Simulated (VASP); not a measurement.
```xyz
3
Lattice="0.0000 2.2923 2.2923 2.2923 0.0000 2.2923 2.2923 2.2923 0.0000" Properties=species:S:1:pos:R:3 pbc="T T T"
Li     1.1461     1.1461     1.1461
Li     3.4384     3.4384     3.4384
O      0.0000     0.0000     0.0000
```

These are PBEsol GGA, VASP's PBE PAW potentials (set 64) (plane waves; VASP 6.6.1) values and carry that method's errors. Run with 520 eV cut-off, Gaussian smearing of 0.050 eV, potentials Li_sv O.

**Question.** Give the energies of bands 4 to 7 at the high-symmetry points, in eV from the valence-band maximum.

**Answer.** 
| band | Γ | X | U | L | W |
|---|---|---|---|---|---|
| 4 | 0.00 | -1.62 | -2.10 | -2.86 | -1.91 |
| 5 | 0.00 | -1.44 | -1.54 | -0.46 | -1.53 |
| 6 | 0.00 | -1.44 | -1.13 | -0.46 | -1.53 |
| 7 | 5.33 | 4.86 | 6.48 | 9.23 | 7.11 |

The gap is indirect, 4.86 eV, from the valence maximum at Γ to the conduction minimum at X.

Measured: gap 8.00 eV (computed value off by -3.14 eV), as given by Das et al., (2018), arXiv:1807.05623.

The compound is Li2O in the antifluorite structure. It was relaxed first.
